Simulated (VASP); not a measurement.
Runs of VASP 6.6.1 on SrB3Pt. The structure is cubic, space group Pm-3m (No. 221). The conventional cell has a = 4.541 Å, b = 4.541 Å, c = 4.541 Å, α = 90.00°, β = 90.00°, γ = 90.00°. Sr (site symmetry m-3m) has 6 B at 2.27 Å as nearest neighbours. B (site symmetry 4/mmm) has 2 Sr at 2.27 Å as nearest neighbours. Around Pt (site symmetry m-3m) lie 12 B at 3.21 Å. The cell was built by a generator and needn't be a form met in nature.

```csv
task,level,potentials or basis,spin,U,cell,k mesh,cutoff (eV),smearing,gap on the mesh (eV),pressure (GPa),relaxed volume (Å³/atom)
relaxation of cell and atoms,PBE+U,"VASP PAW PBE potentials, release 64 (Sr_sv, B, Pt)",off,Pt d U = 5 eV,relaxed,5 × 5 × 5,600,fermi-dirac 0.05 eV,none,0.0,21.33
relaxation of cell and atoms,PBE+U,"VASP PAW PBE potentials, release 64 (Sr_sv, B, Pt)",off,Pt d U = 6 eV,relaxed,5 × 5 × 5,600,fermi-dirac 0.05 eV,none,0.0,21.85
relaxation of cell and atoms,PBE,"VASP PAW PBE potentials, release 64 (Sr_sv, B, Pt)",off,-,relaxed,5 × 5 × 5,600,fermi-dirac 0.05 eV,none,0.1,(a)
relaxation of cell and atoms,PBE+U,"VASP PAW PBE potentials, release 64 (Sr_sv, B, Pt)",off,Pt d U = 2 eV,relaxed,5 × 5 × 5,600,fermi-dirac 0.05 eV,none,0.0,(b)
single point,PBE,"VASP PAW PBE potentials, release 64 (Sr_sv, B, Pt)",off,-,as given,6 × 6 × 6,520,fermi-dirac 0.05 eV,none,0.4,-
relaxation of cell and atoms,PBE+U,"VASP PAW PBE potentials, release 64 (Sr_sv, B, Pt)",off,Pt d U = 3 eV,relaxed,5 × 5 × 5,600,fermi-dirac 0.05 eV,none,0.1,20.56
relaxation of cell and atoms,PBE,"VASP PAW PBE potentials, release 64 (Sr_sv, B, Pt)",off,-,relaxed,6 × 6 × 6,600,gaussian 0.05 eV,-,0.1,18.91
relaxation of cell and atoms,PBE+U,"VASP PAW PBE potentials, release 64 (Sr_sv, B, Pt)",off,Pt d U = 4 eV,relaxed,5 × 5 × 5,600,fermi-dirac 0.05 eV,none,0.0,20.97
relaxation of cell and atoms,PBE+U,"VASP PAW PBE potentials, release 64 (Sr_sv, B, Pt)",off,Pt d U = 8 eV,relaxed,5 × 5 × 5,600,fermi-dirac 0.05 eV,none,0.0,22.79
```

Question: Estimate the missing entries.

Answer: (a) 19.28; (b) 20.18.

Caveats: U without spin polarisation on a metal has little footing (some runs); the U is typed as a test and isn't derived for this compound (some runs); the volume moved by over 15 % at a fixed basis, so the end points are rough (some runs); the bands computed are all filled at some k points, so no gap is given (some runs).

A k mesh can miss the band edges, and the runs leave out spin-orbit coupling on Pt, Sr.

A gap of «none» marks a metal or a gap under the smearing width.

Not every run made on this cell is shown here.
